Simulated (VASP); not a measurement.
Method: LDA (Ceperley-Alder, Perdew-Zunger), VASP's LDA PAW potentials (set 64) (plane waves; VASP).

The input files of a VASP run:

### POSCAR
```
Tc
1
    1.3219789145    -2.2897350701     0.0000000000
    1.3219789145     2.2897350701     0.0000000000
    0.0000000000     0.0000000000     4.2234391233
Tc
2
Direct
  0.3333330000   0.6666670000   0.2500000000
  0.6666670000   0.3333330000   0.7500000000
```

**INCAR**
```
NSW = 40
ISIF = 3   ! ions, shape and volume
SYSTEM = Tc
ISMEAR = 1
PREC = Accurate
ENCUT = 500
IBRION = 2   ! conjugate gradients
LMAXMIX = 4   ! l cut-off of mixed one-centre charges
EDIFFG = -0.02
PSTRESS = 450
SIGMA = 0.1   ! width (eV)
ALGO = Normal   ! blocked Davidson
LREAL = .FALSE.
NELM = 100   ! most electronic steps
EDIFF = 1E-6
LASPH = .TRUE.   ! aspherical one-centre terms
LCHARG = .FALSE.
LWAVE = .FALSE.
```

KPOINTS:
```
Automatic mesh
0
Gamma
16 16 9
0 0 0
```

POTCAR, in this order: Tc_pv (LDA.64 set). Program: vasp_std.

Energy and stress use the plane-wave basis of the starting cell.

Predict the energy per atom (σ→0), volume per atom, band gap (on the k-mesh).

| Item | Value |
|---|---|
| energy per atom (σ→0) | -11555 meV/atom |
| band gap (on the k-mesh) | none (metal, semimetal or under 0.01 eV) |
| volume per atom | 12.41 Å³/atom |

**OSZICAR**
```
...
   3 F= -.16141557E+02 E0= -.16141310E+02  d E =-.366030E-01
       N       E                     dE             d eps       ncg     rms          rms(c)
DAV:   1    -0.231123750423E+02    0.12959E-01   -0.41860E-02  5230   0.257E+00    0.406E-01
DAV:   2    -0.231110574994E+02    0.13175E-02   -0.34764E-03  5235   0.658E-01    0.682E-02
DAV:   3    -0.231109788006E+02    0.78699E-04   -0.51934E-04  5499   0.232E-01    0.539E-02
DAV:   4    -0.231110032452E+02   -0.24445E-04   -0.24316E-05  5154   0.422E-02    0.615E-03
DAV:   5    -0.231110039126E+02   -0.66737E-06   -0.44047E-06  5253   0.211E-02
   4 F= -.16141793E+02 E0= -.16141559E+02  d E =-.368386E-01
```

The compound is Tc in the hcp structure. This run relaxes it under an external pressure of 45 GPa. Symmetry was kept, so distortions that lower it aren't found.
